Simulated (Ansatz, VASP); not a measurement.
**One calculation of GaF, two programs**

The input INCAR:

```
SYSTEM = GaF
PREC = Accurate
ENCUT = 520
EDIFF = 1E-6
ISMEAR = -1
SIGMA = 0.05
LREAL = .False.
LASPH = .True.
NELM = 80
ALGO = Normal
ISIF = 2
LWAVE = .False.
LCHARG = .False.
GGA = PS
NBANDS = 17
```

File KPOINTS:

```
Automatic mesh
0
Gamma
  9 9 9
  0 0 0
```

POSCAR

```
GaF
1.0
    0.0000000000      2.5769602800      2.5769602800
    2.5769602800      0.0000000000      2.5769602800
    2.5769602800      2.5769602800      0.0000000000
Ga F
1 1
Direct
    0.2500000000      0.2500000000      0.2500000000
    0.0000000000      0.0000000000      0.0000000000
```

File KPOINTS_OPT:

```
path GXWKGLUWLK,UX
20
line-mode
reciprocal
 0.0000000000  0.0000000000  0.0000000000  G
 0.5000000000  0.0000000000  0.5000000000  X

 0.5000000000  0.0000000000  0.5000000000  X
 0.5000000000  0.2500000000  0.7500000000  W

 0.5000000000  0.2500000000  0.7500000000  W
 0.3750000000  0.3750000000  0.7500000000  K

 0.3750000000  0.3750000000  0.7500000000  K
 0.0000000000  0.0000000000  0.0000000000  G

 0.0000000000  0.0000000000  0.0000000000  G
 0.5000000000  0.5000000000  0.5000000000  L

 0.5000000000  0.5000000000  0.5000000000  L
 0.6250000000  0.2500000000  0.6250000000  U

 0.6250000000  0.2500000000  0.6250000000  U
 0.5000000000  0.2500000000  0.7500000000  W

 0.5000000000  0.2500000000  0.7500000000  W
 0.5000000000  0.5000000000  0.5000000000  L

 0.5000000000  0.5000000000  0.5000000000  L
 0.3750000000  0.3750000000  0.7500000000  K

 0.6250000000  0.2500000000  0.6250000000  U
 0.5000000000  0.0000000000  0.5000000000  X
```

Contents of input.yaml:

```yaml
crystal:
  lattice:
    - [0.0, 2.57696028, 2.57696028]
    - [2.57696028, 0.0, 2.57696028]
    - [2.57696028, 2.57696028, 0.0]
  atoms:
    - { symbol: Ga, position: [0.25, 0.25, 0.25] }
    - { symbol: F, position: [0.0, 0.0, 0.0] }
hamiltonian:
  xc: pbesol
  pseudopotentials: { kind: paw }
kpoints:
  mp_grid: { grid: [9, 9, 9] }
  band_path:
    path:
      - [[0.0, 0.0, 0.0], [0.5, 0.0, 0.5], [0.5, 0.25, 0.75], [0.375, 0.375, 0.75], [0.0, 0.0, 0.0], [0.5, 0.5, 0.5], [0.625, 0.25, 0.625], [0.5, 0.25, 0.75], [0.5, 0.5, 0.5], [0.375, 0.375, 0.75]]
      - [[0.625, 0.25, 0.625], [0.5, 0.0, 0.5]]
    npoints: 14
scf:
  occupations: { method: fermi_dirac, width: 0.05 }
  n_extra_bands: 6
output:
  forces: true
  stress: true
  eigenvalues: true
  fatbands: false
  write_density: true
  write_potential: true
  elf: true
  volumetric_format: npy
```

The cell was built by a generator and needn't be a form met in nature.

Alike in both runs: task band structure; functional PBEsol; k mesh 9 × 9 × 9; occupations fermi-dirac, width 0.05 eV; no spin polarisation.

|  | VASP | Ansatz |
| --- | --- | --- |
| version | VASP 6.6.1 | Ansatz 0.2.0 |
| potentials or method | VASP PAW PBE potentials, release 64 (Ga_d, F) | Ansatz PAW |
| plane-wave cutoff (eV) | 520 | 420 |
| valence electrons in the cell | 20 | 20 |

|  | VASP | Ansatz | Ansatz less VASP |
| --- | --- | --- | --- |
| gap on the k mesh at the Fermi level (eV) | 0.92 | 0.92 | +0.004 |
| least direct gap on the mesh (eV) | 0.92 | 0.92 | +0.004 |
| gap along the band path (eV) | 0.69 | 0.69 | +0.005 |
| pressure (GPa) | 10.8 | 10.9 | +0.05 |

With one functional, cell and mesh, what is left measures potentials, basis and numerics.

Caveats: the PAW data sets were made with another functional, which shifts forces and pressure a little (VASP); the mesh misses the band edges, which the band path finds closer together (VASP); the k mesh misses the band edges, so the gap on the mesh is wider than the one along the path (Ansatz); the pressure holds a Pulay correction of +0.4 GPa for the finite cutoff (Ansatz); the PAW data sets come from PBE, with cores solved anew for the run's functional, which leaves a small shift of forces and pressure (Ansatz). A hybrid or GW would open this gap; PBEsol tends to underestimate it.
